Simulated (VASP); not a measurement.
Set up this calculation in VASP 6.6.1, as the native input.

* Task: electric field gradients
* Functional: PBEsol
* Potentials or basis: VASP PAW PBE potentials, release 64 (Rb_sv, Zn)
* Cutoff: 520 eV
* k mesh: 7 × 7 × 7
* Occupations: fermi-dirac, width 0.05 eV
* Spin: no spin polarisation
* Dipole correction: no
* Further INCAR settings: ALGO = Normal; EDIFF = 1e-08; NBANDS = 29

The structure of RbZn lies in POSCAR:

```
RbZn
1.0
    0.0000000000      4.0757605480      4.0757605480
    4.0757605480      0.0000000000      4.0757605480
    4.0757605480      4.0757605480      0.0000000000
Rb Zn
2 2
Direct
    0.1250000000      0.1250000000      0.1250000000
   -0.1250000000     -0.1250000000     -0.1250000000
    0.3750000000      0.3750000000      0.3750000000
   -0.3750000000     -0.3750000000     -0.3750000000
```

The cell comes from a database or a generator and needn't be the stable form of this composition.

The input as run:

INCAR

```
SYSTEM = RbZn
PREC = Accurate ; ENCUT = 520
EDIFF = 1E-8 ; ISMEAR = -1
SIGMA = 0.05 ; LREAL = .FALSE.
LASPH = .TRUE. ; NELM = 100
ALGO = Normal ; ISIF = 2
LWAVE = .FALSE. ; LCHARG = .FALSE.
GGA = PS ; LEFG = .TRUE.
NBANDS = 29
```

KPOINTS

```
regular mesh
0
G
  7 7 7
  0 0 0
```

Potentials or basis: VASP PAW PBE potentials, release 64 (Rb_sv, Zn).

Command:

```console
$ cat potpaw_PBE.64/Rb_sv/POTCAR potpaw_PBE.64/Zn/POTCAR > POTCAR
$ mpirun -np 1 vasp_std > vasp.out
```

Results of the run:

```yaml
Pressure: 0.0 GPa
Band_gap_on_the_k_mesh: none (metal or under the smearing width)
```

Caveat: the PAW data sets were made with another functional, which shifts forces and pressure a little.

Run time: 98 s on 1 thread of Intel(R) Xeon(R) Platinum 8488C (Sapphire Rapids) (shared host), peak memory 0.34 GiB.
